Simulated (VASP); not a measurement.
An input for Quantum ESPRESSO's pw.x (written as the equivalent of a VASP run, and not itself run):

```
&CONTROL
  calculation = 'scf'
  pseudo_dir = './pseudo'
  outdir = './out'
  tprnfor = .true.
  tstress = .true.
/
&SYSTEM
  ibrav = 0
  nat = 16
  ntyp = 2
  ecutwfc = 82
  occupations = 'smearing'
  smearing = 'gaussian'
  degauss = 0.000735
  input_dft = 'pbe'
/
&ELECTRONS
  conv_thr = 7.3e-08
  electron_maxstep = 100
/
ATOMIC_SPECIES
  Si 28.085 Si.upf
  C 12.011 C.upf
CELL_PARAMETERS angstrom
     3.0282530    0.0000000    0.0000000
    -1.5141260    2.6225440    0.0000000
     0.0000000    0.0000000   19.8056320
ATOMIC_POSITIONS crystal
  Si   0.3333330  0.6666670  0.8752000
  Si   0.6666670  0.3333330  0.3752000
  Si   0.3333330  0.6666670  0.6249900
  Si   0.6666670  0.3333330  0.1249900
  Si   0.0000000  0.0000000  0.0000900
  Si   0.0000000  0.0000000  0.5000900
  Si   0.6666670  0.3333330  0.7501000
  Si   0.3333330  0.6666670  0.2501000
  C    0.3333330  0.6666670  0.3441300
  C    0.6666670  0.3333330  0.8441300
  C    0.6666670  0.3333330  0.2187200
  C    0.3333330  0.6666670  0.7187200
  C    0.0000000  0.0000000  0.5938500
  C    0.0000000  0.0000000  0.0938500
  C    0.3333330  0.6666670  0.9689300
  C    0.6666670  0.3333330  0.4689300
K_POINTS automatic
  6 6 1 0 0 0
```

Question: Write the VASP files for the same calculation (PBE).

Answer: This is not unique; one that fits is 
POSCAR:
```
SiC
1
    3.0282530000     0.0000000000     0.0000000000
   -1.5141260000     2.6225440000     0.0000000000
    0.0000000000     0.0000000000    19.8056320000
Si C
8 8
Direct
  0.3333330000   0.6666670000   0.8752000000
  0.6666670000   0.3333330000   0.3752000000
  0.3333330000   0.6666670000   0.6249900000
  0.6666670000   0.3333330000   0.1249900000
  0.0000000000   0.0000000000   0.0000900000
  0.0000000000   0.0000000000   0.5000900000
  0.6666670000   0.3333330000   0.7501000000
  0.3333330000   0.6666670000   0.2501000000
  0.3333330000   0.6666670000   0.3441300000
  0.6666670000   0.3333330000   0.8441300000
  0.6666670000   0.3333330000   0.2187200000
  0.3333330000   0.6666670000   0.7187200000
  0.0000000000   0.0000000000   0.5938500000
  0.0000000000   0.0000000000   0.0938500000
  0.3333330000   0.6666670000   0.9689300000
  0.6666670000   0.3333330000   0.4689300000
```

**INCAR**
```
# general
SYSTEM = SiC
PREC   = Accurate
ENCUT  = 400
LREAL  = Auto
LASPH  = T

# electronic loop
EDIFF  = 1E-6
NELM   = 100
ALGO   = Normal

# smearing
ISMEAR = 0
SIGMA  = 0.01

# functional
GGA    = PE

# ions
ISIF   = 2

# output
LWAVE  = F
LCHARG = F
```

### KPOINTS
```
Automatic mesh
0
Gamma
6 6 1
0 0 0
```

POTCAR, in this order: Si C (PBE.64 set). Program: vasp_std.

What does not carry over: the potentials are each code's own (VASP's PAW set, PseudoDojo norm-conserving files in pw.x), so ENCUT and ecutwfc are chosen apart and not converted; conv_thr bounds pw.x's estimated SCF error, while EDIFF bounds the energy change between steps.

The structure comes from a computed database's SiC entry; how it stands against other phases isn't given here. The cell was not relaxed at this level.
